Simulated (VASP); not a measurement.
Data:

```
CELL_PARAMETERS angstrom
      2.49227     0.00000     0.00000
     -1.24613     2.15837     0.00000
      0.00000     0.00000     4.02829
ATOMIC_POSITIONS crystal
  Co 0.66667 0.33333 0.75000
  Co 0.33333 0.66667 0.25000
```
Starting moments (μB, in the order of the record's atoms Co Co): 1.8 1.8.

Calculation: PBE GGA, VASP's PBE PAW potentials (set 64) (plane waves; VASP 6.6.1). Numerical set-up: PREC = Normal, EDIFF = 1E-5, 400 eV cut-off, 19×19×10 Γ-centred mesh, first-order Methfessel-Paxton smearing of 0.10 eV, potentials Co.

Problem. Predict the cell moment, energy per atom (σ→0), pressure, band gap (on the k-mesh) with the smallest direct gap where there is one.

Solution. 
```json
{
 "band gap (on the k-mesh)": "none (metal, semimetal or under 0.01 eV)",
 "cell_moment": "3.22 μB",
 "energy per atom (σ→0)": "-7.036 eV/atom",
 "pressure": "-2.01 GPa"
}
```

Problem. Give the moment on each site (PAW-sphere projection).

Solution. 
```json
[
 {"site": "Co1", "moment (μB)": "1.63"},
 {"site": "Co2", "moment (μB)": "1.63"}
]
```

The absolute energy has meaning only against runs of the same code, potentials and settings.

The compound is Co in the hcp structure. It was relaxed first.
